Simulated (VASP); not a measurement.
A cell of Mg (hcp) near equilibrium:

```xyz
2
Lattice="1.5927 -2.7586 0.0000 1.5927 2.7586 0.0000 0.0000 0.0000 5.0995" Properties=species:S:1:pos:R:3 pbc="T T T"
Mg     1.5927     0.9195     1.2749
Mg     1.5927    -0.9195     3.8246
```

These are r2SCAN meta-GGA, VASP's PBE PAW potentials (set 64) (plane waves; VASP) values and carry that method's errors.

```
run               ΔE (meV/atom)   σxx    σyy    σzz  largest shear component, with its sign (GPa)  largest force (eV/Å)
----------------  -------------  ----  -----  -----  --------------------------------------------  --------------------
as it is                    0.0  0.06   0.06  -0.21                                          0.00                 0.000
after one change            0.1  0.01  -0.36  -0.33                                          0.00                 0.005
```
Stress is in GPa, positive when the cell is compressed.

**Question.** Name the change that produced these shifts.
A) atom 1 (Mg) moved by 0.200 Å along x
B) atom 2 (Mg) moved by 0.075 Å along y
C) uniaxial strain of +2.0 % along x
D) uniaxial strain of +0.5 % along y

**Answer.** D, uniaxial strain of +0.5 % along y

The compound is Mg in the hcp structure.
